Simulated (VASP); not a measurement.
Consider the following.

```
CELL_PARAMETERS angstrom
     -2.22612     2.22612     2.22612
      2.22612    -2.22612     2.22612
      2.22612     2.22612    -2.22612
ATOMIC_POSITIONS crystal
  Eu 0.00000 0.00000 0.00000
```

The numbers are results of r2SCAN meta-GGA, VASP's PBE PAW potentials (set 64) (plane waves; VASP 6.6.1), not measurements. Run with 480 eV cut-off, 10×10×10 Γ-centred mesh, first-order Methfessel-Paxton smearing of 0.10 eV, potentials Eu_2.

The 4f electrons are frozen in the core of the lanthanide potential, so 4f levels, which can set the real gap, and their magnetism are missing.

Stress in GPa, positive for a compressed cell; the cube axes lie along x, y and z, and the ions stay on their sites.

```csv
strain,σxx,σyy,σzz
none,0.02,0.02,0.02
"εxx = +0.5 %, εyy = +0.5 %, εzz = +0.5 %",-0.19,-0.19,-0.19
εyy = +1.5 %,-0.14,-0.31,-0.14
εzz = -1.5 %,0.16,0.16,0.35
"εxx = -1.0 %, εyy = -1.0 %, εzz = -1.0 %",0.42,0.42,0.42
εyy = -2.0 %,0.20,0.46,0.20
"εxx = +2.0 %, εyy = +2.0 %, εzz = +2.0 %",-0.76,-0.76,-0.76
"εxx = +1.0 %, εzz = +1.0 %",-0.31,-0.17,-0.31
```

Fit C11 and C12 to these rows, and predict the stress for εzz = -3.0 %.

Least squares on Δσ_i = −C11 ε_i − C12 (ε_j + ε_k) over all components shown gives C11 = 22 GPa and C12 = 9 GPa, and so σxx, σyy, σzz = 0.29, 0.29, 0.67 GPa. The run gave 0.29, 0.29, 0.69 GPa; the difference holds the non-linear terms and numerical noise.

Left out are shears, moved atoms, failed runs and, from the fit, strains over 2.5 %.

The compound is Eu in the bcc structure.
